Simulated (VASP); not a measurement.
TePb2Se:

```
CELL_PARAMETERS angstrom
0.00000 -3.18086 -3.18086
-3.18086 0.00000 -3.18086
3.18086 3.18086 -6.36172
ATOMIC_POSITIONS crystal
Pb 0.50000 0.50000 0.50000
Pb 0.00000 0.00000 0.00000
Te 0.75000 0.75000 0.75000
Se 0.25000 0.25000 0.25000
```

The cell comes from a database or a generator and needn't be the stable form of this composition.

```yaml
Program: VASP 6.6.1
Task: relaxation of cell and atoms
Functional: PBEsol
Potentials_or_basis: VASP PAW PBE potentials, release 64 (Pb_d, Te, Se)
Cutoff: 600 eV
k_mesh: 3 × 3 × 3
Occupations: gaussian, width 0.02 eV
Spin: no spin polarisation
```

At the start: pressure -1.7 GPa; volume 32.18 Å³/atom.

How do energy, volume and symmetry change on relaxing?

Over 10 steps the energy falls by 31.6 meV/atom and the volume is 30.75 Å³/atom (-4.5 %); space group R-3m (No. 166, to 0.05 Å).

The path:
```tsv
step	energy change (eV)	largest force (eV/Å)	pressure (GPa)	volume (Å³)
1	0.0000	0.7448	-1.68	128.73
2	-0.0763	0.5863	0.42	122.55
3	-0.0801	0.5320	1.13	120.80
4	-0.1194	0.1880	0.52	121.88
5	-0.1260	0.0114	0.20	122.53
6	-0.1260	0.0230	0.18	122.56
7	-0.1262	0.0048	-0.06	123.23
8	-0.1263	0.0063	-0.02	123.02
9	-0.1263	0.0063	-0.01	123.01
10	-0.1263	0.0015	0.01	122.99
```

Final structure:
```
CELL_PARAMETERS angstrom
0.00000 -3.15956 -3.15956
-3.15956 0.00000 -3.15956
3.05355 3.05355 -6.21311
ATOMIC_POSITIONS crystal
Pb 0.50540 0.50540 0.48381
Pb 0.99460 0.99460 0.01619
Te 0.75000 0.75000 0.75000
Se 0.25000 0.25000 0.25000
```

Caveat: the k mesh is coarse (spacing up to 0.55 Å⁻¹), so the values aren't converged; the PAW data sets were made with another functional, which shifts forces and pressure a little.
